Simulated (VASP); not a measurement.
Output of a VASP run:

### OSZICAR
```
...
DAV:   3    -0.577001135699E+02   -0.80851E+02   -0.78876E+02  9084   0.194E+02
DAV:   4    -0.609390512676E+02   -0.32389E+01   -0.28743E+01  8318   0.335E+01
DAV:   5    -0.609950338290E+02   -0.55983E-01   -0.55998E-01  7584   0.516E+00    0.452E+01
DAV:   6    -0.551039660274E+02    0.58911E+01   -0.16839E+02  9160   0.120E+02    0.526E+01
DAV:   7    -0.475013902454E+02    0.76026E+01   -0.12307E+02  9260   0.122E+02    0.205E+01
DAV:   8    -0.454936408687E+02    0.20077E+01   -0.86413E+00  7598   0.295E+01    0.816E+00
DAV:   9    -0.451813099856E+02    0.31233E+00   -0.19250E+00  9568   0.144E+01    0.320E+00
DAV:  10    -0.452007965039E+02   -0.19487E-01   -0.20077E-01  7646   0.371E+00    0.172E+00
DAV:  11    -0.451993362382E+02    0.14603E-02   -0.23268E-02  7602   0.147E+00    0.425E-01
DAV:  12    -0.451996787089E+02   -0.34247E-03   -0.38099E-03  8208   0.770E-01    0.181E-01
DAV:  13    -0.451997027163E+02   -0.24007E-04   -0.30286E-04  8386   0.174E-01    0.689E-02
DAV:  14    -0.451997270486E+02   -0.24332E-04   -0.73443E-05  8284   0.799E-02    0.289E-02
DAV:  15    -0.451997309241E+02   -0.38755E-05   -0.55737E-05  7430   0.984E-02    0.180E-02
DAV:  16    -0.451997307309E+02    0.19321E-06   -0.11162E-05  7730   0.440E-02    0.645E-03
DAV:  17    -0.451997312401E+02   -0.50920E-06   -0.17833E-06  9096   0.165E-02    0.278E-03
DAV:  18    -0.451997311313E+02    0.10872E-06   -0.52858E-07  6300   0.623E-03    0.179E-03
DAV:  19    -0.451997310447E+02    0.86616E-07   -0.33946E-08  3630   0.240E-03
   1 F= -.45199731E+02 E0= -.45199800E+02  d E =-.451997E+02  mag=    -0.0000
       N       E                     dE             d eps       ncg     rms          rms(c)
DAV:   1    -0.452088402453E+02   -0.91091E-02   -0.63820E+00  7200   0.175E+01    0.133E+00
DAV:   2    -0.452116476495E+02   -0.28074E-02   -0.19224E-01  8300   0.358E+00    0.873E-01
DAV:   3    -0.452067602236E+02    0.48874E-02   -0.14961E-02  9546   0.157E+00    0.570E-01
DAV:   4    -0.452046883873E+02    0.20718E-02   -0.94226E-03  9368   0.111E+00    0.285E-01
DAV:   5    -0.452045702829E+02    0.11810E-03   -0.20873E-03  8102   0.527E-01    0.103E-01
DAV:   6    -0.452045698716E+02    0.41136E-06   -0.12634E-04  7878   0.113E-01    0.639E-02
DAV:   7    -0.452045629304E+02    0.69412E-05   -0.26400E-05  8632   0.444E-02    0.205E-02
DAV:   8    -0.452045643531E+02   -0.14227E-05   -0.85556E-06  8170   0.249E-02    0.759E-03
DAV:   9    -0.452045643482E+02    0.49304E-08   -0.77534E-07  7718   0.107E-02
   2 F= -.45204564E+02 E0= -.45204622E+02  d E =-.483330E-02  mag=     0.0000
       N       E                     dE             d eps       ncg     rms          rms(c)
DAV:   1    -0.452079922252E+02   -0.34279E-02   -0.91355E-01  7200   0.662E+00    0.507E-01
DAV:   2    -0.452084714945E+02   -0.47927E-03   -0.28010E-02  8282   0.140E+00    0.345E-01
DAV:   3    -0.452078137773E+02    0.65772E-03   -0.25372E-03  9848   0.679E-01    0.231E-01
DAV:   4    -0.452074095574E+02    0.40422E-03   -0.14369E-03  9076   0.435E-01    0.971E-02
DAV:   5    -0.452074071614E+02    0.23960E-05   -0.28163E-04  7804   0.169E-01    0.403E-02
DAV:   6    -0.452074072087E+02   -0.47303E-07   -0.14446E-05  7910   0.314E-02    0.240E-02
DAV:   7    -0.452074064787E+02    0.73007E-06   -0.44616E-06  8700   0.199E-02    0.779E-03
DAV:   8    -0.452074067508E+02   -0.27215E-06   -0.14085E-06  7694   0.118E-02    0.265E-03
DAV:   9    -0.452074067709E+02   -0.20115E-07   -0.84220E-08  3606   0.326E-03
   3 F= -.45207407E+02 E0= -.45207467E+02  d E =-.767573E-02  mag=     0.0000
```

OUTCAR:
```
------------------------ aborting loop because EDIFF is reached ----------------------------------------
  FORCE on cell =-STRESS in cart. coord.  units (eV):
  Direction    XX          YY          ZZ          XY          YZ          ZX
  --------------------------------------------------------------------------------------
  Total        4.9518693      4.9518693      4.9626564     -0.0000000      0.0000000      0.0000000
  in kB      145.3714320    145.3714320    145.6881072     -0.0000000      0.0000000      0.0000000
  external PRESSURE =     145.4769904 kB  Pullay stress =       0.0000000 kB
  volume of cell :       54.58
      direct lattice vectors                 reciprocal lattice vectors
     4.372112608 -0.000000000  0.000000000     0.228722380  0.000000000  0.000000000
     0.000000000  4.372112608  0.000000000     0.000000000  0.228722380  0.000000000
     0.000000000  0.000000000  2.855078197     0.000000000  0.000000000  0.350253104
 POSITION                                       TOTAL-FORCE (eV/Angst)
 -----------------------------------------------------------------------------------
      0.00000      0.00000      0.00000        -0.000000      0.000000      0.000000
      2.18606      2.18606      1.42754        -0.000000      0.000000      0.000000
      1.32711      1.32711      0.00000         0.000651      0.000651      0.000000
      3.51317      0.85894      1.42754         0.000651     -0.000651      0.000000
      0.85894      3.51317      1.42754        -0.000651      0.000651      0.000000
      3.04500      3.04500      0.00000        -0.000651     -0.000651      0.000000
 -----------------------------------------------------------------------------------
    total drift:                                0.000000      0.000000      0.000000
  FREE ENERGIE OF THE ION-ELECTRON SYSTEM (eV)
  ---------------------------------------------------
  free  energy   TOTEN  =       -45.2074067709 eV

  energy  without entropy=      -45.2075884057  energy(sigma->0) =      -45.20746732

 total charge

# of ion       s       p       d       tot
------------------------------------------
    1        0.360   6.479   4.925  11.764
    2        0.360   6.479   4.925  11.764
    3        1.575   3.481   0.000   5.056
    4        1.575   3.481   0.000   5.056
    5        1.575   3.481   0.000   5.056
    6        1.575   3.481   0.000   5.056
--------------------------------------------------
tot          7.021  26.880   9.851  43.752

 magnetization (x)

# of ion       s       p       d       tot
------------------------------------------
    1        0.012   0.021   2.485   2.518
    2       -0.012  -0.021  -2.485  -2.518
    3       -0.001  -0.044   0.000  -0.044
    4        0.001   0.044   0.000   0.044
    5        0.001   0.044   0.000   0.044
    6       -0.001  -0.044   0.000  -0.044
--------------------------------------------------
tot          0.000   0.000   0.000   0.000

 reached required accuracy - stopping structural energy minimisation
```
(Selected blocks of OUTCAR.)

File POSCAR:
```
MnO2
1
    4.3797910545     0.0000000000     0.0000000000
    0.0000000000     4.3797910545     0.0000000000
    0.0000000000     0.0000000000     2.8450761914
Mn O
2 4
Direct
  0.0000000000   0.0000000000   0.0000000000
  0.5000000000   0.5000000000   0.5000000000
  0.3050501956   0.3050501956   0.0000000000
  0.8050501956   0.1949498044   0.5000000000
  0.1949498044   0.8050501956   0.5000000000
  0.6949498044   0.6949498044   0.0000000000
```

Question: Write an INCAR and KPOINTS that could have produced this output.

Answer: Several could match; the one computed here: the input of the run itself, RPBE GGA, plane waves, VASP's PBE PAW potentials (set 64).

**KPOINTS**
```
Automatic mesh
0
Gamma
7 7 11
0 0 0
```

**INCAR**
```
! general
SYSTEM  = MnO2
PREC    = Accurate
ENCUT   = 520
LREAL   = .False.
LASPH   = .True.

! electronic loop
EDIFF   = 1E-7
NELM    = 100
ALGO    = Normal
LMAXMIX = 4

! smearing
ISMEAR  = 1
SIGMA   = 0.1

! functional
GGA     = RP

! spin
ISPIN   = 2
MAGMOM  = 2.6 -2.6 -0.0 0.0 0.0 -0.0

! ions
IBRION  = 2
NSW     = 30
ISIF    = 4
EDIFFG  = -0.01

! output
LWAVE   = .False.
LCHARG  = .False.
LORBIT  = 10
```

POTCAR, in this order: Mn_pv O (PBE.64 set). Program: vasp_std.

The compound is MnO2 in the rutile structure. This cell is one point of a volume scan, at 0.94 of the reference volume. Symmetry was kept, so distortions that lower it aren't found.
